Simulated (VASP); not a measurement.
**Ti3S2 under changes of volume**

One of the cells (16.842 Å³/atom); the others are scaled copies at fixed shape and fractional positions:

```
CELL_PARAMETERS angstrom
2.73108 1.57679 3.25906
-2.73108 1.57679 3.25906
0.00000 -3.15358 3.25906
ATOMIC_POSITIONS crystal
Ti 0.00000 0.33565 0.66434
Ti 0.66434 0.00000 0.33565
Ti 0.33565 0.66434 0.00000
S 0.16784 0.16784 0.16784
S 0.83216 0.83216 0.83216
```

The cell comes from a database or a generator and needn't be the stable form of this composition.

| Property | Result |
| --- | --- |
| Program | VASP 6.6.1 |
| Functional | PBEsol |
| Potentials or basis | VASP PAW PBE potentials, release 64 (Ti_sv, S) |
| Cutoff | 520 eV |
| k mesh | 6 × 6 × 6 |
| Occupations | fermi-dirac, width 0.05 eV |
| Spin | no spin polarisation |

```tsv
volume (Å³/atom)	energy over the lowest point (meV/atom)	pressure (GPa)	largest force (eV/Å)
15.521	5.58	4.3	0.123
15.851	0.00	1.1	0.065
16.181	?	?	?
16.842	17.87	-6.6	0.080
17.172	33.43	-8.6	0.119
17.502	52.96	-10.4	0.155
```

Question: What does the run at 16.181 Å³/atom give?

Answer: Energy over the lowest point 0.61 meV/atom; pressure -1.7 GPa; largest force 0.014 eV/Å.

Worked out: A Birch-Murnaghan fit of order 3 (a polynomial in V^(-2/3)) to the other rows has its minimum at 15.98 Å³/atom with B0 = V·E''(V) = 139 GPa and B' = 4.3 at fixed shape and positions, which overstates the stiffness. It gives 0.60 meV/atom at 16.181 Å³/atom, against the run's 0.61, and -dE/dV = -1.7 GPa, against -1.7.

Energies are extrapolated to zero smearing.

Caveats: the PAW data sets were made with another functional, which shifts forces and pressure a little.
